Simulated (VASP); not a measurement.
OSZICAR of a VASP run on Gd (hcp):

### OSZICAR
```
       N       E                     dE             d eps       ncg     rms          rms(c)
DAV:   1     0.416738289602E+02    0.41674E+02   -0.87955E+03  1664   0.122E+03
DAV:   2    -0.672853818357E+01   -0.48402E+02   -0.47280E+02  1859   0.243E+02
DAV:   3    -0.850875051423E+01   -0.17802E+01   -0.17089E+01  2236   0.283E+01
DAV:   4    -0.854141177427E+01   -0.32661E-01   -0.32416E-01  2029   0.394E+00
DAV:   5    -0.854243649292E+01   -0.10247E-02   -0.10244E-02  2454   0.521E-01    0.231E+01
DAV:   6    -0.854863152723E+01   -0.61950E-02   -0.20063E-02  1974   0.118E+00    0.138E+01
DAV:   7    -0.856019467936E+01   -0.11563E-01   -0.36653E-02  1839   0.161E+00    0.209E-01
DAV:   8    -0.855996571243E+01    0.22897E-03   -0.19520E-03  2024   0.332E-01    0.617E-02
DAV:   9    -0.855998103237E+01   -0.15320E-04   -0.20549E-04  2044   0.108E-01    0.357E-02
DAV:  10    -0.855997491989E+01    0.61125E-05   -0.30822E-05  1972   0.395E-02    0.433E-02
DAV:  11    -0.855997720492E+01   -0.22850E-05   -0.49626E-06  1984   0.165E-02    0.176E-03
DAV:  12    -0.855997745919E+01   -0.25427E-06   -0.35653E-07  2228   0.404E-03    0.412E-03
DAV:  13    -0.855997739786E+01    0.61333E-07   -0.21505E-08  1162   0.115E-03
   1 F= -.85599774E+01 E0= -.85595929E+01  d E =-.855998E+01
       N       E                     dE             d eps       ncg     rms          rms(c)
DAV:   1    -0.856835811564E+01   -0.83807E-02   -0.31958E-01  1684   0.411E+00    0.355E-01
DAV:   2    -0.856433683166E+01    0.40213E-02   -0.50340E-03  1929   0.574E-01    0.217E-01
DAV:   3    -0.856255126698E+01    0.17856E-02   -0.24429E-03  2122   0.377E-01    0.946E-02
DAV:   4    -0.856256537201E+01   -0.14105E-04   -0.34004E-04  2181   0.130E-01    0.554E-02
DAV:   5    -0.856256733236E+01   -0.19603E-05   -0.86792E-06  2449   0.227E-02    0.446E-03
DAV:   6    -0.856256699285E+01    0.33950E-06   -0.91129E-07  2244   0.714E-03    0.257E-03
DAV:   7    -0.856256692819E+01    0.64669E-07   -0.99053E-08  1037   0.268E-03
   2 F= -.85625669E+01 E0= -.85624787E+01  d E =-.258953E-02
       N       E                     dE             d eps       ncg     rms          rms(c)
DAV:   1    -0.856547698493E+01   -0.29100E-02   -0.13253E-01  1674   0.265E+00    0.232E-01
DAV:   2    -0.856377999995E+01    0.16970E-02   -0.20979E-03  1929   0.372E-01    0.140E-01
DAV:   3    -0.856302534117E+01    0.75466E-03   -0.10468E-03  2127   0.248E-01    0.603E-02
DAV:   4    -0.856303251712E+01   -0.71759E-05   -0.14499E-04  2171   0.848E-02    0.355E-02
DAV:   5    -0.856303315276E+01   -0.63564E-06   -0.36151E-06  2392   0.146E-02    0.287E-03
DAV:   6    -0.856303298600E+01    0.16676E-06   -0.39663E-07  2183   0.472E-03    0.171E-03
DAV:   7    -0.856303295105E+01    0.34951E-07   -0.43467E-08   912   0.177E-03
   3 F= -.85630330E+01 E0= -.85630337E+01  d E =-.305555E-02
```

Task: Which electronic solver shows in the log?

Result: It is blocked Davidson (ALGO = Normal, or the opening steps of other solvers). The INCAR had ALGO = Normal.

Task: Can the final energy be trusted as converged?

Result: Self-consistency was reached. It stopped with EDIFF = 1E-7, NELM = 100, NSW = 30 and EDIFFG = -0.01 after 3 ionic steps (revPBE GGA, plane waves, VASP's PBE PAW potentials (set 64)). The 4f electrons are frozen in the core of the lanthanide potential, so 4f levels, which can set the real gap, and their magnetism are missing.

The compound is Gd in the hcp structure. This cell is one point of a volume scan, at 0.94 of the reference volume. Symmetry was kept, so distortions that lower it aren't found.
